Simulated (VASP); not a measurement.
Here is the system:

```
CELL_PARAMETERS angstrom
      3.84473     0.00000     0.00000
      0.00000     3.84473     0.00000
      0.00000     0.00000     3.84473
ATOMIC_POSITIONS crystal
  K  0.00000 0.00000 0.00000
  Mg 0.50000 0.50000 0.50000
  F  0.50000 0.00000 0.50000
  F  0.00000 0.50000 0.50000
  F  0.50000 0.50000 0.00000
```

Method: PBEsol GGA, VASP's PBE PAW potentials (set 64) (plane waves; VASP 6.6.1). Settings: 620 eV cut-off, 6×6×6 Γ-centred mesh, Gaussian smearing of 0.050 eV, potentials K_sv Mg F.

Q: What does the run give for the energy per atom (σ→0), pressure, band gap (on the k-mesh) with the smallest direct gap where there is one?

A: 
```yaml
band gap (on the k-mesh): 7.98 eV
smallest direct gap (on the k-mesh): 8.30 eV
energy per atom (σ→0): -483.8 kJ/mol of atoms
pressure: 10.04 GPa
```

The absolute energy has meaning only against runs of the same code, potentials and settings.

The compound is KMgF3 in the cubic perovskite structure. It was relaxed first under an external pressure of 10 GPa.
